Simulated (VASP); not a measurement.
Input:

```yaml
crystal:
  lattice:
    - [0.00000, 2.90707, 2.90707]
    - [2.90707, 0.00000, 2.90707]
    - [2.90707, 2.90707, 0.00000]
  atoms:
    - { symbol: Pb, position: [0.00000, 0.00000, 0.00000] }
    - { symbol: F, position: [0.25000, 0.25000, 0.25000] }
    - { symbol: F, position: [0.75000, 0.75000, 0.75000] }
```

The numbers are results of LDA (Ceperley-Alder, Perdew-Zunger), VASP's LDA PAW potentials (set 64) (plane waves; VASP 6.6.1), not measurements. Settings: 650 eV cut-off, 6×6×6 Γ-centred mesh, Gaussian smearing of 0.050 eV, potentials Pb_d F.

Give the elastic stiffness tensor with the ions relaxed (GPa, in the frame of the cell).

```json
[
 {"": "xx", "xx": "124", "yy": "70.0", "zz": "70.0", "yz": "0.0", "xz": "0.0", "xy": "0.0"},
 {"": "yy", "xx": "70.0", "yy": "124", "zz": "70.0", "yz": "0.0", "xz": "0.0", "xy": "0.0"},
 {"": "zz", "xx": "70.0", "yy": "70.0", "zz": "124", "yz": "0.0", "xz": "0.0", "xy": "0.0"},
 {"": "yz", "xx": "0.0", "yy": "0.0", "zz": "0.0", "yz": "24.3", "xz": "0.0", "xy": "0.0"},
 {"": "xz", "xx": "0.0", "yy": "0.0", "zz": "0.0", "yz": "0.0", "xz": "24.3", "xy": "0.0"},
 {"": "xy", "xx": "0.0", "yy": "0.0", "zz": "0.0", "yz": "0.0", "xz": "0.0", "xy": "24.3"}
]
```

Estimate the Hill bulk modulus, Hill shear modulus, Young's modulus, Poisson's ratio.

```json
{
 "hill_bulk_modulus": "87.9 GPa",
 "hill_shear_modulus": "25.3 GPa",
 "Young's modulus": "69.2 GPa",
 "Poisson's ratio": "0.369"
}
```

Measured: C11 96.1 GPa (computed value off by +28.6 %), C44 20.8 GPa (computed value off by +16.7 %), as given by Jamieson, Manghnani, Matsui, Ming, J. Geophys. Res. 91, 4643 (1986). The calculation is for a static lattice, while the measured C11, C44 hold thermal and zero-point effects, which are part of the difference.

The compound is PbF2 in the fluorite structure, the β form. It was relaxed first, which changed the volume by -6 %.
